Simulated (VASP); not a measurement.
Consider the following.

```
CELL_PARAMETERS angstrom
     -2.83621     2.83621     2.83621
      2.83621    -2.83621     2.83621
      2.83621     2.83621    -2.83621
ATOMIC_POSITIONS crystal
  Rb 0.00000 0.00000 0.00000
```

The numbers are results of PBE GGA, VASP's PBE PAW potentials (set 64) (plane waves; VASP), not measurements. Settings: 480 eV cut-off, 8×8×8 Γ-centred mesh, first-order Methfessel-Paxton smearing of 0.10 eV, potentials Rb_sv.

Energy and stress use the plane-wave basis of the starting cell.

Task: The ions, cell shape and volume at an external pressure of 5.0 GPa are relaxed. Predict the relaxed structure.

Result: 
```
CELL_PARAMETERS angstrom
     -2.31106     2.31106     2.31106
      2.31106    -2.31106     2.31106
      2.31106     2.31106    -2.31106
ATOMIC_POSITIONS crystal
  Rb 0.00000 0.00000 0.00000
```
Space group Im-3m (229), at a tolerance of 0.03 Å.

Task: How do energy and volume change from the first to the last step?

Result: The energy (σ→0) changes by +420.0 meV/atom and the volume by -45.9 %, in 4 ionic steps.

```
step  E(σ→0) (eV)  max force (eV/Å)  pressure (GPa)  volume (Å³)
----  -----------  ----------------  --------------  -----------
1         -0.9290             0.000            0.00        91.26
2         -0.7263             0.000            2.76        58.58
3         -0.5745             0.000            4.35        51.61
4         -0.5090             0.000            5.03        49.37
```

The compound is Rb in the bcc structure. This run relaxes it under an external pressure of 5 GPa. Symmetry was kept, so distortions that lower it aren't found.
